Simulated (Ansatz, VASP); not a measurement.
## One calculation of ZrH6Pb2, two programs

```xyz
9
Lattice="0.0000 3.8688 3.8688 3.8688 0.0000 3.8688 3.8688 3.8688 0.0000" Properties=species:S:1:pos:R:3 pbc="T T T"
Zr    0.0000    0.0000    0.0000
H     1.9875    3.8688    3.8688
H     3.8688    1.9875    3.8688
H     5.7500    3.8688    3.8688
H     3.8688    5.7500    3.8688
H     3.8688    3.8688    1.9875
H     3.8688    3.8688    5.7500
Pb    1.9344    1.9344    1.9344
Pb    5.8031    5.8031    5.8031
```

Change from the starting cell: species swapped into the Cs2WBr6 type (Fm-3m, No. 225).

Alike in both runs: functional PBE; k mesh 4 × 4 × 4; occupations gaussian, width 0.1 eV; no spin polarisation.

Ansatz relaxed the structure, and its values are those at the end. VASP's run is a single point on that final structure, the one shown.

|  | VASP | Ansatz |
| --- | --- | --- |
| version | VASP 6.6.1 | Ansatz 0.2.0 |
| potentials or method | VASP PAW PBE potentials, release 64 (Zr_sv, H, Pb_d) | scalar-relativistic, plane waves, PAW |
| plane-wave cutoff (eV) | 520 | 420 |
| valence electrons in the cell | 46 | 46 |

```tsv
	VASP	Ansatz	Ansatz less VASP
gap on the k mesh at the Fermi level (eV)	none	none	-
pressure (GPa)	-0.2	-0.1	+0.10
rms of the force components (eV/Å)	0.006	0.005	-0.0012
```

A gap of «none» marks a metal or a gap that the smearing closes.

Spin-orbit coupling is left out, which matters for the levels of Pb.
